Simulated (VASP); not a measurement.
VASP ran on this input.

**INCAR**
```
SYSTEM = Ba
PREC = Accurate
ENCUT = 400
EDIFF = 1E-6
NELM = 100
ALGO = Normal
LREAL = .FALSE.
LASPH = .TRUE.
ISMEAR = 0
SIGMA = 0.001
GGA = PE
LMAXMIX = 4
LWAVE = .FALSE.
LCHARG = .FALSE.
ISIF = 2
```

File KPOINTS:
```
Automatic mesh
0
Gamma
2 2 2
0 0 0
```

### POSCAR
```
Ba
1
   -2.5602000000     2.5602000000     2.5602000000
    2.5602000000    -2.5602000000     2.5602000000
    2.5602000000     2.5602000000    -2.5602000000
Ba
1
Direct
  0.0000000000   0.0000000000   0.0000000000
```

POTCAR, in this order: Ba_sv (PBE.64 set). Program: vasp_std.

What VASP printed:

File standard output:
```
 POSCAR found type information on POSCAR Ba
 POSCAR found :  1 types and       1 ions
 Reading from existing POTCAR
 Reading from existing POTCAR
 LDA part: xc-table for (Slater+PW92), standard interpolation
 POSCAR, INCAR and KPOINTS ok, starting setup
 WAVECAR not read
 entering main loop
       N       E                     dE             d eps       ncg     rms          rms(c)
DAV:   1     0.596222629522E+02    0.59622E+02   -0.39536E+03    54   0.753E+02
DAV:   2     0.454996856941E+00   -0.59167E+02   -0.57303E+02    66   0.140E+02
DAV:   3    -0.238813319491E+01   -0.28431E+01   -0.28367E+01    57   0.365E+01
DAV:   4    -0.243106312643E+01   -0.42930E-01   -0.42781E-01   106   0.428E+00
DAV:   5    -0.243107003827E+01   -0.69118E-05   -0.69110E-05    66   0.688E-02    0.201E+00
DAV:   6    -0.242919931438E+01    0.18707E-02   -0.36896E-03    83   0.728E-01    0.120E+00
DAV:   7    -0.242837302809E+01    0.82629E-03   -0.81526E-03    58   0.115E+00    0.471E-02
DAV:   8    -0.242851179125E+01   -0.13876E-03   -0.28925E-04    98   0.124E-01    0.265E-02
DAV:   9    -0.242852569086E+01   -0.13900E-04   -0.44381E-06    58   0.209E-02    0.894E-03
DAV:  10    -0.242852778502E+01   -0.20942E-05   -0.49531E-06    73   0.169E-02    0.228E-03
DAV:  11    -0.242852798666E+01   -0.20163E-06   -0.31397E-07    32   0.505E-03
   1 F= -.24285280E+01 E0= -.24284575E+01  d E =-.141047E-03
```

OUTCAR:
```
------------------------ aborting loop because EDIFF is reached ----------------------------------------
  FORCE on cell =-STRESS in cart. coord.  units (eV):
  Direction    XX          YY          ZZ          XY          YZ          ZX
  --------------------------------------------------------------------------------------
  Total       -1.7038922     -1.7038922     -1.7038922      0.0000000      0.0000000      0.0000000
  in kB      -40.6697044    -40.6697044    -40.6697044      0.0000000      0.0000000      0.0000000
  external PRESSURE =     -40.6697044 kB  Pullay stress =       0.0000000 kB
  volume of cell :       67.12
      direct lattice vectors                 reciprocal lattice vectors
    -2.560200000  2.560200000  2.560200000     0.000000000  0.195297242  0.195297242
     2.560200000 -2.560200000  2.560200000     0.195297242  0.000000000  0.195297242
     2.560200000  2.560200000 -2.560200000     0.195297242  0.195297242  0.000000000
 POSITION                                       TOTAL-FORCE (eV/Angst)
 -----------------------------------------------------------------------------------
      0.00000      0.00000      0.00000         0.000000     -0.000000     -0.000000
 -----------------------------------------------------------------------------------
    total drift:                               -0.000000     -0.000000      0.000000
  FREE ENERGIE OF THE ION-ELECTRON SYSTEM (eV)
  ---------------------------------------------------
  free  energy   TOTEN  =        -2.4285279867 eV

  energy  without entropy=       -2.4283869393  energy(sigma->0) =       -2.42845746
```
(Selected blocks of OUTCAR.)

Question: Read input and log: which fault does this run have?
(A) ICHARG = 11 asks for a fixed density, but there is no CHGCAR
(B) LSORBIT needs the non-collinear program vasp_ncl
(C) the lattice was typed in bohr, and VASP reads ångström
(D) a metal was run with a tiny SIGMA on a coarse mesh

Answer: D, a metal was run with a tiny SIGMA on a coarse mesh. The run ends without an error. Against the sound run, the energy per atom (σ→0) falls by 0.522 eV/atom; the pressure decreases by 3.55 GPa.

To mend it, set ISMEAR = 1, set SIGMA = 0.1, correct KPOINTS.
File KPOINTS:
```
Automatic mesh
0
Gamma
8 8 8
0 0 0
```
The mended run (PBE GGA, plane waves, VASP's PBE PAW potentials (set 64)) converges, and its OSZICAR ends with
```
   1 F= -.19057976E+01 E0= -.19059942E+01  d E =0.589734E-03
```

The compound is Ba in the bcc structure. The cell was not relaxed at this level.
